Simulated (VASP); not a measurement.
# RPA total energies of AlN, part 2 of 2

Wanted: where the RPA puts the energy minimum of AlN. The scan starts from a database cell scaled to its smallest volume. The cell is of the zinc-blende type, which need not be the form that is stable at ambient conditions. The start is a computed cell from a database.

VASP 6.6.1, plane waves and PAW; the level of theory is named at each step.

So far. Step 26 (RPA correlation, volume ratio 1.03): The correlation energy is -6.3887 eV an atom, -15 meV against the point before. With exact exchange the total is -19.2923 eV an atom. Step 27 (Comparison: r2SCAN, volume ratio 1.03): Its energy is -9.5623 eV an atom, on a zero of its own.

## 28. Orbitals for comparison: HSE06, volume ratio 1.03

This step: PBE; plane waves and PAW (Al_GW, N_GW) (VASP 6.6.1).

Input file INCAR:

```
SYSTEM = AlN
PREC = Accurate
ENCUT = 570
EDIFF = 1E-05
NELM = 100
ISMEAR = 0
SIGMA = 0.05
LREAL = .FALSE.
ALGO = Normal
GGA = PE
NBANDS = 10
LORBIT = 11
LWAVE = .TRUE.
LCHARG = .FALSE.
KPAR = 8
```

Input file POSCAR:

```
AlN
1.0
    0.0000000000      2.2056186646      2.2056186646
    2.2056186646      0.0000000000      2.2056186646
    2.2056186646      2.2056186646      0.0000000000
Al N
1 1
Direct
    0.0000000000      0.0000000000      0.0000000000
    0.2500000000      0.2500000000      0.2500000000
```

Input file KPOINTS:

```
Automatic mesh
0
Gamma
4 4 4
0 0 0
```

The projector-augmented-wave data sets are Al_GW and N_GW (PBE family, release 64).

On the command line:

```bash
$ mpirun -np 8 vasp_std
```

Elapsed: 1.4 s, on 8 MPI ranks of Intel Xeon 6975P-C (Granite Rapids), shared host; peak memory 0.99 GiB.

The run ends at a pressure of -1.57 GPa.

## 29. Comparison: HSE06, volume ratio 1.03

This step: HSE06; plane waves and PAW (Al_GW, N_GW) (VASP 6.6.1).

Input file INCAR:

```
SYSTEM = AlN
PREC = Accurate
ENCUT = 570
EDIFF = 1E-06
NELM = 100
ISMEAR = 0
SIGMA = 0.05
LREAL = .FALSE.
ALGO = Normal
LHFCALC = .TRUE.
AEXX = 0.25
GGA = PE
HFSCREEN = 0.2
LASPH = .TRUE.
NBANDS = 10
PRECFOCK = Fast
LWAVE = .FALSE.
LCHARG = .FALSE.
KPAR = 8
```

POSCAR is that of step 28.

KPOINTS is that of step 28.

The WAVECAR or CHGCAR of an earlier step is read.

On the command line:

```bash
$ mpirun -np 8 vasp_std
```

The job ended after 8.8 s (8 MPI ranks; peak memory 1.7 GiB).

Its energy is -8.6992 eV an atom, on a zero of its own.

## 30. Orbitals, volume ratio 1.06

This step: PBE; plane waves and PAW (Al_GW, N_GW) (VASP 6.6.1).

The same chain follows at a volume ratio of 1.06.

Input file INCAR:

```
SYSTEM = AlN
PREC = Accurate
ENCUT = 570
EDIFF = 1E-08
NELM = 100
ISMEAR = 0
SIGMA = 0.05
LREAL = .FALSE.
ALGO = Normal
GGA = PE
NBANDS = 10
LORBIT = 11
LWAVE = .TRUE.
LCHARG = .FALSE.
KPAR = 8
```

Input file POSCAR:

```
AlN
1.0
    0.0000000000      2.2268278375      2.2268278375
    2.2268278375      0.0000000000      2.2268278375
    2.2268278375      2.2268278375      0.0000000000
Al N
1 1
Direct
    0.0000000000      0.0000000000      0.0000000000
    0.2500000000      0.2500000000      0.2500000000
```

KPOINTS is that of step 29.

On the command line:

```bash
$ mpirun -np 8 vasp_std
```

Run time: 2.4 s. Hardware: 8 MPI ranks; peak memory 1.2 GiB; 12 s of CPU time.

The run ends at a pressure of -6.67 GPa.

## 31. Exact exchange, volume ratio 1.06

This step: Hartree-Fock energy on PBE orbitals; plane waves and PAW (Al_GW, N_GW) (VASP 6.6.1).

Input file INCAR:

```
SYSTEM = AlN
PREC = Accurate
ENCUT = 570
ISMEAR = 0
SIGMA = 0.05
LREAL = .FALSE.
GGA = PE
NBANDS = 10
ALGO = Eigenval
NELM = 1
LHFCALC = .TRUE.
AEXX = 1
ALDAC = 0
AGGAC = 0
PRECFOCK = Normal
LWAVE = .FALSE.
LCHARG = .FALSE.
```

POSCAR is that of step 30.

KPOINTS is that of step 30.

The WAVECAR or CHGCAR of an earlier step is read.

On the command line:

```bash
$ mpirun -np 8 vasp_std
```

Wall time 4.2 s (8 MPI ranks); peak memory 0.85 GiB; 23 s of CPU time.

The Hartree-Fock energy on these orbitals is -12.8789 eV an atom.

## 32. Empty bands, volume ratio 1.06

This step: PBE; plane waves and PAW (Al_GW, N_GW) (VASP 6.6.1).

Input file INCAR:

```
SYSTEM = AlN
PREC = Accurate
ENCUT = 570
ISMEAR = 0
SIGMA = 0.05
LREAL = .FALSE.
GGA = PE
NBANDS = 696
ALGO = Exact
NELM = 1
LWAVE = .TRUE.
LCHARG = .FALSE.
LOPTICS = .TRUE.
NEDOS = 1000
CSHIFT = 0.1
```

POSCAR is that of step 31.

KPOINTS is that of step 31.

On the command line:

```bash
$ mpirun -np 8 vasp_std
```

The job ended after 3.4 s (8 MPI ranks; peak memory 1 GiB).

WAVECAR now holds 696 bands for 8 electrons.

## 33. RPA correlation, volume ratio 1.06

This step: RPA correlation on PBE orbitals; plane waves and PAW (Al_GW, N_GW) (VASP 6.6.1).

Input file INCAR:

```
SYSTEM = AlN
PREC = Accurate
ENCUT = 570
ISMEAR = 0
SIGMA = 0.05
LREAL = .FALSE.
GGA = PE
NBANDS = 696
ALGO = ACFDT
ENCUTGW = 200
NOMEGA = 12
PRECFOCK = Fast
LWAVE = .FALSE.
LCHARG = .FALSE.
```

POSCAR is that of step 32.

KPOINTS is that of step 32.

On the command line:

```bash
$ mpirun -np 8 vasp_std
```

It took 21 s on 8 MPI ranks; peak memory 1.6 GiB.

The correlation energy is -6.4047 eV an atom, -16 meV against the point before. With exact exchange the total is -19.2836 eV an atom.

## 34. Comparison: r2SCAN, volume ratio 1.06

This step: r2SCAN; plane waves and PAW (Al_GW, N_GW) (VASP 6.6.1).

Input file INCAR:

```
SYSTEM = AlN
PREC = Accurate
ENCUT = 570
EDIFF = 1E-06
NELM = 100
ISMEAR = 0
SIGMA = 0.05
LREAL = .FALSE.
ALGO = Normal
METAGGA = R2SCAN
LASPH = .TRUE.
NBANDS = 10
LWAVE = .FALSE.
LCHARG = .FALSE.
KPAR = 8
```

POSCAR is that of step 33.

KPOINTS is that of step 33.

On the command line:

```bash
$ mpirun -np 8 vasp_std
```

It took 5.6 s on 8 MPI ranks; peak memory 1.2 GiB; 33 s of CPU time.

Its energy is -9.5454 eV an atom, on a zero of its own.

## 35. Orbitals for comparison: HSE06, volume ratio 1.06

This step: PBE; plane waves and PAW (Al_GW, N_GW) (VASP 6.6.1).

Input file INCAR:

```
SYSTEM = AlN
PREC = Accurate
ENCUT = 570
EDIFF = 1E-05
NELM = 100
ISMEAR = 0
SIGMA = 0.05
LREAL = .FALSE.
ALGO = Normal
GGA = PE
NBANDS = 10
LORBIT = 11
LWAVE = .TRUE.
LCHARG = .FALSE.
KPAR = 8
```

POSCAR is that of step 34.

KPOINTS is that of step 34.

On the command line:

```bash
$ mpirun -np 8 vasp_std
```

It took 2 s on 8 MPI ranks; peak memory 1.2 GiB; 9.7 s of CPU time.

The run ends at a pressure of -6.69 GPa.

## 36. Comparison: HSE06, volume ratio 1.06

This step: HSE06; plane waves and PAW (Al_GW, N_GW) (VASP 6.6.1).

Input file INCAR:

```
SYSTEM = AlN
PREC = Accurate
ENCUT = 570
EDIFF = 1E-06
NELM = 100
ISMEAR = 0
SIGMA = 0.05
LREAL = .FALSE.
ALGO = Normal
LHFCALC = .TRUE.
AEXX = 0.25
GGA = PE
HFSCREEN = 0.2
LASPH = .TRUE.
NBANDS = 10
PRECFOCK = Fast
LWAVE = .FALSE.
LCHARG = .FALSE.
KPAR = 8
```

POSCAR is that of step 35.

KPOINTS is that of step 35.

The WAVECAR or CHGCAR of an earlier step is read.

On the command line:

```bash
$ mpirun -np 8 vasp_std
```

It took 9 s on 8 MPI ranks; peak memory 1.9 GiB.

Its energy is -8.6808 eV an atom, on a zero of its own.

## 37. Summary

This step: exact exchange and RPA correlation on PBE orbitals, beside r2SCAN, beside HSE06; plane waves and PAW (VASP 6.6.1).

No new run; the numbers come from the runs before.

This step gave:

```yaml
equilibrium_volume_exx_rpa: 10.62 Å³/atom
bulk_modulus: 194.7 GPa
```

The energy above the lowest point by volume; values in meV/atom:

```tsv
volume (Å³/atom)	PBE	EXX	EXX+RPA	r2SCAN	HSE06
9.792	47.2	15.5	45.0	26.5	23.5
10.105	17.7	0.111	16.1	6.09	4.61
10.417	2.63	0	1.77	0	0
10.730	0	13.2	0	6.30	7.74
11.042	8.12	38.0	8.71	23.3	26.2
```

Cost is wall time times ranks on a shared host; the RPA row holds all its steps. Fits of the equation of state:

```tsv
level	V0 (Å³/atom)	B0 (GPa)	fit error (meV/atom)	minimum inside the series	cost a point (core minutes)
PBE	10.64	195	0.001139	yes	0.23
EXX	10.26	240.1	0.006046	yes	0.75
EXX+RPA	10.62	194.7	0.02762	yes	3.58
r2SCAN	10.41	211.9	0.002176	yes	0.61
HSE06	10.37	214.4	3.38e-4	yes	1.18
```

## 38. Outcome

| Property | Result |
| --- | --- |
| PBE | V0 10.64 Å³/atom, B0 195 GPa |
| EXX | V0 10.26 Å³/atom, B0 240 GPa |
| EXX+RPA | V0 10.62 Å³/atom, B0 195 GPa |
| r2SCAN | V0 10.41 Å³/atom, B0 212 GPa |
| HSE06 | V0 10.37 Å³/atom, B0 214 GPa |

**Reading.** Exact exchange with RPA correlation puts the minimum at 10.62 Å³ an atom, with a bulk modulus of 195 GPa. PBE puts the volume 0.20 % above EXX+RPA, at roughly 1/16 of its cost. r2SCAN puts the volume 2.0 % below EXX+RPA, at roughly 1/6 of its cost. HSE06 puts the volume 2.4 % below EXX+RPA, at roughly 1/3 of its cost. Correlation widens the exact-exchange volume by 3.5 %. Neither mesh nor response cutoff was varied, so differences in volume under about 1 % aren't resolved. Exact exchange and correlation are taken on one coarse mesh and aren't self-consistent; the correlation energy is extrapolated in the response cutoff by the program, which at the first volume adds -634 meV an atom to the value at the highest cutoff and varies with the volume; a small fit error says nothing about that part. NBANDS follows the largest plane-wave count of any k point, which rises in steps with the volume. The cheaper functionals share the mesh. Not tabulated here, as repeats of values shown or as unfit to read for their mesh, reference level or band range: eps2 curves (empty bands); eps1 curves and static values (empty bands); gaps (empty bands).

[Long decimals in the printed logs are rounded to 6 places.]

[Lines on the potential files, build, host, timing and source positions are cut from VASP's logs without a mark.]

[Logs are printed without paths, hosts, clocks, repeated set-up lines and the standing remarks that a program may print on its own settings, such as how far it seeks lower states.]

[Hosts, paths, dates, database ids (printed as entryN), source tags and the programs' standing remarks are cut or masked in the printed files.]

[Measured values are set beside computed ones only where the two were judged alike; some that the calculation misses by far are left out.]

[Pressures printed for these runs are not shown converged in the cutoff: they can be off by several GPa and have the wrong sign.]
